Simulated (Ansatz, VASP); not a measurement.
# MgS (Niningerite): VASP beside Ansatz, part 2 of 2

Aim: how closely do two programs agree when they are given the same cell, functional and k mesh? The cell is taken from a series of runs on this material, whose earlier steps may have relaxed, scaled, displaced or heated it; both programs get it as it stands.

VASP 6.6.1 and Ansatz 0.2.0.

So far. Step 2 (Ansatz: single point, PBEsol): The run ends at a pressure of -1.99 GPa. Step 3 (VASP: single point, PBEsol): The run ends at a pressure of -2.40 GPa.

### Step 6. Ansatz: single point, r2SCAN

Level of this step: Ansatz beside VASP: Kohn-Sham DFT, plane waves, r2SCAN (Ansatz).

With cell and atoms fixed, the geometry can't cause a difference; cores, projectors, grids and the points listed under the comparison can. The cell compared in this pair holds 35.53 Å³, against 35.74 Å³ for the pair before.

The cell is taken from a series of runs on this material, whose earlier steps may have relaxed, scaled, displaced or heated it; both programs get it as it stands.

File input.yaml:

```yaml
crystal:
  lattice:
    - [0.0, 2.60924235, 2.60924235]
    - [2.60924235, 0.0, 2.60924235]
    - [2.60924235, 2.60924235, 0.0]
  atoms:
    - { symbol: S, position: [0.5, 0.5, 0.5] }
    - { symbol: Mg, position: [0.0, 0.0, 0.0] }
hamiltonian:
  xc: r2scan
  pseudopotentials: { kind: paw }
kpoints:
  mp_grid: { grid: [8, 8, 8] }
scf:
  occupations: { method: gaussian, width: 0.03 }
  n_extra_bands: 4
output:
  forces: true
  stress: true
  eigenvalues: true
```

The run is started by

```sh
$ ansatz run input.yaml --threads 2 --pin off --max-ram 4608MiB --backend cpu --events-out ev --progress --plain --runs-dir out
```

Numbers of over 12 decimals in the logs are rounded to 6 here.

What it wrote:

```text
[...]
Crystal: 2 atoms, lattice volume = 35.528 Å³
Basis set: ecut = 500 eV, 893 PW (Γ), exchange–correlation on 108×108×108 points (64 copies of the dense FFT grid, shifted against one another)
Bands: 12, of which v1, the nominal top of the filled ones, is band 8 counted from 1 (7 counted from 0)
Symmetry: 48 space group operations
[...]
k-points: 29 of 512
[...]
--- Band table (eV; the first three rows and the last of 29) ---
  k-point 0: bands = [... 4 lower, -7.0762, 6.0585, 6.0585, 6.0585, 10.6259, 14.5471, 14.5471, 14.5471]
  k-point 1: bands = [... 4 lower, -6.9222, 5.0540, 5.9544, 5.9544, 11.3819, 14.2810, 14.8049, 14.8049]
  k-point 2: bands = [... 4 lower, -6.5072, 3.2865, 5.7260, 5.7260, 11.7370, 14.4495, 14.4495, 15.1238]
  k-point 28: bands = [... 4 lower, -5.3422, 2.8181, 2.8181, 3.7393, 11.9423, 14.6403, 14.6403, 14.8295]
[key lines of the parts left out:]
SCF converged after 6 iterations
Free energy (F): -2835.575363 eV
Fermi energy:    7.780437 eV
P = ⅓ Tr σ = -0.6935 GPa (-6.935 kbar)
```

The run ends at a pressure of -0.69 GPa.

### Step 7. VASP: single point, r2SCAN

The same cell, functional, mesh and smearing now go to VASP, with its own data sets and cutoff.

File INCAR:

```
SYSTEM = MgS
PREC = Accurate
ENCUT = 690
EDIFF = 1E-06
NELM = 100
ISMEAR = 0
SIGMA = 0.03
LREAL = .FALSE.
ALGO = Normal
METAGGA = R2SCAN
LASPH = .TRUE.
NBANDS = 14
LORBIT = 11
LWAVE = .FALSE.
LCHARG = .FALSE.
KPAR = 2
ISIF = 2
```

File POSCAR:

```
MgS
1.0
    0.0000000000      2.6092423500      2.6092423500
    2.6092423500      0.0000000000      2.6092423500
    2.6092423500      2.6092423500      0.0000000000
S Mg
1 1
Direct
    0.5000000000      0.5000000000      0.5000000000
    0.0000000000      0.0000000000      0.0000000000
```

File KPOINTS:

```
Automatic mesh
0
Gamma
8 8 8
0 0 0
```

Potentials, in the order of the species: S_GW and Mg_sv_GW (PBE family, release 64).

The run is started by

```sh
$ mpirun -np 2 vasp_std
```

What it wrote:

```text
[banner, memory and clock lines left out]
running    2 mpi-ranks, on    1 nodes
[...]
[... a notice as in an earlier step ...]

 LDA part: xc-table for (None), standard interpolation
 POSCAR, INCAR and KPOINTS ok, starting setup
[...]
entering main loop
       N       E                     dE             d eps       ncg     rms          rms(c)
DAV:   1     0.839862840256E+02    0.83986E+02   -0.10313E+04   980   0.218E+03
DAV:   2    -0.261308997973E+02   -0.11012E+03   -0.10358E+03  1206   0.506E+02
DAV:   3    -0.320191061974E+02   -0.58882E+01   -0.58613E+01  1154   0.815E+01
DAV:   4    -0.322248499940E+02   -0.20574E+00   -0.20569E+00  1100   0.142E+01
[...]
DAV:  12    -0.297019937205E+02   -0.75006E-05   -0.23687E-06  1084   0.222E-02    0.894E-03
DAV:  13    -0.297019926681E+02    0.10524E-05   -0.14481E-07   598   0.545E-03    0.225E-03
DAV:  14    -0.297019917666E+02    0.90152E-06   -0.51543E-08   586   0.737E-03
   1 F= -.29701992E+02 E0= -.29701992E+02  d E =-.165779E-12
```

Parts of OUTCAR (step 7):

```text
  Total       -0.2301319     -0.2301319     -0.2301319      0.0000000     -0.0000000     -0.0000000
  in kB      -10.3780119    -10.3780119    -10.3780119      0.0000000     -0.0000000     -0.0000000
  external PRESSURE =     -10.3780119 kB  Pullay stress =       0.0000000 kB

 POSITION                                       TOTAL-FORCE (eV/Angst)
 -----------------------------------------------------------------------------------
      2.60924      2.60924      2.60924         0.000000     -0.000000     -0.000000
      0.00000      0.00000      0.00000        -0.000000      0.000000      0.000000
 -----------------------------------------------------------------------------------
    total drift:                                0.000000     -0.000000     -0.000000

  FREE ENERGIE OF THE ION-ELECTRON SYSTEM (eV)
  ---------------------------------------------------
  free  energy   TOTEN  =       -29.7019917666 eV

  energy  without entropy=      -29.7019917666  energy(sigma->0) =      -29.70199177

[... 1 part as in an earlier step ...]

[... 2 further parts left out ...]
[key lines of the parts left out:]
E-fermi :   3.8705
```

The run ends at a pressure of -1.04 GPa.

### Step 8. Comparison

What differs besides the data sets and the points named for the pairs above, as far as they apply: VASP keeps PBE cores, Ansatz makes them for the functional; the cutoff is 500 eV in Ansatz and 690 eV in VASP. Total energies have different zeros and are not compared.

Both answers:

```tsv
quantity	Ansatz	VASP	difference
pressure (GPa)	-0.69	-1.04	+0.34
gap on the k mesh (eV)	3.444	3.466	-0.022
```

A gap on the mesh is an upper bound, since the band edges may lie between its points.

### Step 9. What the set-up changes

Further runs change the set-up of one program: Ansatz's method, potentials or start, or VASP's data sets, cutoff or form of LDA. The table gives Ansatz less VASP for each quantity, since a change that brings one quantity closer may part another.

```tsv
run	pressure (GPa)	gap on the k mesh (eV)
as above	0.34	-0.022
VASP with the data sets S_h and Mg and a cutoff of 650 eV	0.43	0.025
```

### Step 10. What came out

```
difference in gap on the k mesh (single point, PBEsol) : 0.0064 eV
difference in gap on the k mesh (single point, r2SCAN) : -0.022 eV
```

In words: The difference in gap on the k mesh is -0.022 eV (single point, r2SCAN), within the 0.08 eV picked in this series as the mark of a large difference. Single point, PBEsol, VASP with the data sets S_h and Mg and a cutoff of 650 eV: the difference in pressure goes from 0.41 to 0.17 GPa; the difference in gap on the k mesh goes from 0.0064 to 0.0027 eV. Single point, r2SCAN, VASP with the data sets S_h and Mg and a cutoff of 650 eV: the difference in pressure goes from 0.34 to 0.43 GPa; the difference in gap on the k mesh goes from -0.022 to 0.025 eV. Such differences can come from data sets, numerical settings and the points named under the comparisons, not from the functional's error against experiment.

[Lines on the potential files, build, host, timing and source positions are cut from VASP's logs without a mark.]

[Logs are printed without paths, hosts, clocks, repeated set-up lines and the standing remarks that a program may print on its own settings, such as how far it seeks lower states.]

[Hosts, paths, dates, database ids (printed as entryN), source tags and the programs' standing remarks are cut or masked in the printed files.]
